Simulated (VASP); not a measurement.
Output of a VASP run:

### OUTCAR
```
 ion  position               nearest neighbor table
   1  0.000  0.000  0.000-   3 2.72   4 2.72   5 2.72   3 2.72   5 2.72   3 2.72   4 2.72   3 2.72
                             4 2.72   5 2.72   5 2.72   4 2.72
   2  0.500  0.500  0.500-   3 1.92   4 1.92   5 1.92   4 1.92   5 1.92   3 1.92
   3  0.000  0.500  0.500-   2 1.92   2 1.92   4 2.72   5 2.72   1 2.72   4 2.72   1 2.72   5 2.72
                             1 2.72   1 2.72   4 2.72   5 2.72   4 2.72   5 2.72
   4  0.500  0.500  0.000-   2 1.92   2 1.92   3 2.72   5 2.72   1 2.72   3 2.72   5 2.72   1 2.72
                             5 2.72   5 2.72   1 2.72   3 2.72   3 2.72   1 2.72
   5  0.500  0.000  0.500-   2 1.92   2 1.92   3 2.72   4 2.72   1 2.72   4 2.72   1 2.72   3 2.72
                             4 2.72   4 2.72   1 2.72   3 2.72   1 2.72   3 2.72
  LATTYP: Found a simple cubic cell.
 ALAT       =     3.8473360000
 Subroutine PRICEL returns:
 Original cell was already a primitive cell.
 Subroutine GETGRP returns: Found 48 space group operations
The static configuration has the point symmetry O_h .
The dynamic configuration has the point symmetry O_h .
The overall configuration has the point symmetry O_h .
 Subroutine INISYM returns: Found 48 space group operations
 Subroutine IBZKPT returns following result:
 Found     20 irreducible k-points:

 Following reciprocal coordinates:
            Coordinates               Weight
  0.000000  0.000000  0.000000      1.000000
  0.142857  0.000000  0.000000      6.000000
  0.285714  0.000000  0.000000      6.000000
  0.428571  0.000000  0.000000      6.000000
  0.142857  0.142857  0.000000     12.000000
  0.285714  0.142857  0.000000     24.000000
  0.428571  0.142857  0.000000     24.000000
  0.285714  0.285714  0.000000     12.000000
  0.428571  0.285714  0.000000     24.000000
  0.428571  0.428571  0.000000     12.000000
  0.142857  0.142857  0.142857      8.000000
  0.285714  0.142857  0.142857     24.000000
  0.428571  0.142857  0.142857     24.000000
  0.285714  0.285714  0.142857     24.000000
  0.428571  0.285714  0.142857     48.000000
  0.428571  0.428571  0.142857     24.000000
  0.285714  0.285714  0.285714      8.000000
  0.428571  0.285714  0.285714     24.000000
  0.428571  0.428571  0.285714     24.000000
  0.428571  0.428571  0.428571      8.000000
   k-points           NKPTS =     20   k-points in BZ     NKDIM =     20   number of bands    NBANDS=     30
   number of dos      NEDOS =    301   number of ions     NIONS =      5
   total plane-waves  NPLWV =  21952
   dimension x,y,z NGX =    28 NGY =   28 NGZ =   28
   dimension x,y,z NGXF=    56 NGYF=   56 NGZF=   56
   ions per type =               1   1   3
   PREC   = accura    normal or accurate (medium, high low for compatibility)
   ISTART =      0    job   : 0-new  1-cont  2-samecut
   ICHARG =      2    charge: 1-file 2-atom 10-const
   ISPIN  =      2    spin polarized calculation?
   LNONCOLLINEAR =      F non collinear calculations
   LSORBIT =      F    spin-orbit coupling
   INIWAV =      1    electr: 0-lowe 1-rand  2-diag
   ENCUT  =  400.0 eV  29.40 Ry    5.42 a.u.   6.27  6.27  6.27*2*pi/ulx,y,z
   NELM   =    100;   NELMIN=  2; NELMDL= -5     # of ELM steps
   EDIFF  = 0.1E-05   stopping-criterion for ELM
   LREAL  =      F    real-space projection
   NLSPLINE    = F    spline interpolate recip. space projectors
   LMAXMIX     =    4 max onsite mixed and CHGCAR
   VOSKOWN=      0    Vosko Wilk Nusair interpolation
   EDIFFG = 0.1E-04   stopping-criterion for IOM
   NSW    =      0    number of steps for IOM
   NBLOCK =      1;   KBLOCK =      1    inner block; outer block
   IBRION =     -1    ionic relax: 0-MD 1-quasi-New 2-CG
   NFREE  =      0    steps in history (QN), initial steepest desc. (CG)
   ISIF   =      2    stress and relaxation
   ISYM   =      2    0-nonsym 1-usesym 2-fastsym
   TEIN   =    0.0    initial temperature
   TEBEG  =    0.0;   TEEND  =   0.0 temperature during run
   SMASS  =  -3.00    Nose mass-parameter (am)
   PSTRESS=    0.0 pullay stress
   NELECT =      45.0000    total number of electrons
   EFERMI =   0.00;   METHOD = LEGACY
   ISMEAR =     0;   SIGMA  =   0.10  broadening in eV -4-tet -1-fermi 0-gaus
   IALGO  =     38    algorithm
   LDIAG  =      T    sub-space diagonalisation (order eigenvalues)
...
```

File OSZICAR:
```
       N       E                     dE             d eps       ncg     rms          rms(c)
DAV:   1     0.289838116182E+03    0.28984E+03   -0.17318E+04  2440   0.178E+03
DAV:   2    -0.872052653062E+01   -0.29856E+03   -0.28433E+03  2418   0.353E+02
DAV:   3    -0.339071553713E+02   -0.25187E+02   -0.23620E+02  2912   0.126E+02
DAV:   4    -0.349223653256E+02   -0.10152E+01   -0.10073E+01  2762   0.254E+01
DAV:   5    -0.349633552212E+02   -0.40990E-01   -0.40964E-01  3078   0.540E+00    0.262E+01
DAV:   6    -0.344625254696E+02    0.50083E+00   -0.64028E+01  2930   0.131E+02    0.259E+01
DAV:   7    -0.290171648224E+02    0.54454E+01   -0.24241E+01  3218   0.106E+02    0.628E+00
DAV:   8    -0.288124533110E+02    0.20471E+00   -0.30204E+00  3434   0.606E+01    0.385E+00
DAV:   9    -0.287321010189E+02    0.80352E-01   -0.13191E+00  3632   0.321E+01    0.172E+00
DAV:  10    -0.287136464104E+02    0.18455E-01   -0.15400E-01  3852   0.112E+01    0.664E-01
DAV:  11    -0.287142660123E+02   -0.61960E-03   -0.15384E-02  3352   0.114E+00    0.231E-01
DAV:  12    -0.287140162647E+02    0.24975E-03   -0.12501E-03  3258   0.110E+00    0.103E-01
DAV:  13    -0.287140773536E+02   -0.61089E-04   -0.43587E-04  3956   0.312E-01    0.461E-02
DAV:  14    -0.287140659572E+02    0.11396E-04   -0.60488E-05  3368   0.230E-01    0.238E-02
DAV:  15    -0.287140673556E+02   -0.13984E-05   -0.13719E-05  3500   0.580E-02    0.789E-03
DAV:  16    -0.287140669363E+02    0.41935E-06   -0.18701E-06  1742   0.165E-02
   1 F= -.28714067E+02 E0= -.28702662E+02  d E =-.228093E-01  mag=     0.6647
```

**OUTCAR**
```
------------------------ aborting loop because EDIFF is reached ----------------------------------------
  FORCE on cell =-STRESS in cart. coord.  units (eV):
  Direction    XX          YY          ZZ          XY          YZ          ZX
  --------------------------------------------------------------------------------------
  Total       -4.7694082     -4.7694082     -4.7694082      0.0000000      0.0000000     -0.0000000
  in kB     -134.1821449   -134.1821449   -134.1821449      0.0000000      0.0000000     -0.0000000
  external PRESSURE =    -134.1821449 kB  Pullay stress =       0.0000000 kB
  volume of cell :       56.95
      direct lattice vectors                 reciprocal lattice vectors
     3.847336000  0.000000000  0.000000000     0.259920111  0.000000000  0.000000000
     0.000000000  3.847336000  0.000000000     0.000000000  0.259920111  0.000000000
     0.000000000  0.000000000  3.847336000     0.000000000  0.000000000  0.259920111
 POSITION                                       TOTAL-FORCE (eV/Angst)
 -----------------------------------------------------------------------------------
      0.00000      0.00000      0.00000         0.000000      0.000000      0.000000
      1.92367      1.92367      1.92367         0.000000      0.000000      0.000000
      0.00000      1.92367      1.92367         0.000000      0.000000      0.000000
      1.92367      1.92367      0.00000         0.000000      0.000000      0.000000
      1.92367      0.00000      1.92367         0.000000      0.000000      0.000000
 -----------------------------------------------------------------------------------
    total drift:                                0.000000      0.000000      0.000000
  FREE ENERGIE OF THE ION-ELECTRON SYSTEM (eV)
  ---------------------------------------------------
  free  energy   TOTEN  =       -28.7140669363 eV

  energy  without entropy=      -28.6912576167  energy(sigma->0) =      -28.70266228

 total charge

# of ion       s       p       d       tot
------------------------------------------
    1        0.369   0.264   9.219   9.852
    2        0.888   1.493   0.000   2.381
    3        0.429   0.515   8.376   9.320
    4        0.429   0.515   8.376   9.320
    5        0.429   0.515   8.376   9.320
--------------------------------------------------
tot          2.545   3.301  34.347  40.193

 magnetization (x)

# of ion       s       p       d       tot
------------------------------------------
    1       -0.003   0.004  -0.009  -0.007
    2        0.003   0.031   0.000   0.034
    3        0.009   0.007   0.191   0.206
    4        0.009   0.007   0.191   0.206
    5        0.009   0.007   0.191   0.206
--------------------------------------------------
tot          0.025   0.055   0.563   0.644
```
(Selected blocks of OUTCAR.)

**POSCAR**
```
CuNi3C
1
    3.8473360000     0.0000000000     0.0000000000
    0.0000000000     3.8473360000     0.0000000000
    0.0000000000     0.0000000000     3.8473360000
Cu C Ni
1 1 3
Direct
  0.0000000000   0.0000000000   0.0000000000
  0.5000000000   0.5000000000   0.5000000000
  0.0000000000   0.5000000000   0.5000000000
  0.5000000000   0.5000000000   0.0000000000
  0.5000000000   0.0000000000   0.5000000000
```

**Question.** Reconstruct the remaining input files.

**Answer.** This is not unique; one that fits is the input of the run itself, PBE GGA, plane waves, VASP's PBE PAW potentials (set 64).

File KPOINTS:
```
Regular mesh
0
Gamma
 7 7 7
0 0 0
```

**INCAR**
```
! general
SYSTEM   =  CuNi3C
PREC     =  Accurate
ENCUT    =  400
LREAL    =  .FALSE.
LASPH    =  .TRUE.

! electronic loop
EDIFF    =  1E-6
NELM     =  100
ALGO     =  Normal
LMAXMIX  =  4

! smearing
ISMEAR   =  0
SIGMA    =  0.1

! functional
GGA      =  PE

! spin
ISPIN    =  2
MAGMOM   =  2*0.0 3*2.0

! ions
ISIF     =  2

! output
LWAVE    =  .FALSE.
LCHARG   =  .FALSE.
LORBIT   =  11
```

POTCAR, in this order: Cu C Ni (PBE.64 set). Program: vasp_std.

At this cut-off the stress carries a Pulay error, which pulls relaxed volumes low.

The structure was generated: CuNi3C was put into an ordered model structure, which need not be its known phase. The cell was not relaxed at this level. The run is one of a series of settings (KPOINTS 7×7×7 Γ-centred mesh against the base run), some of them coarse on purpose.
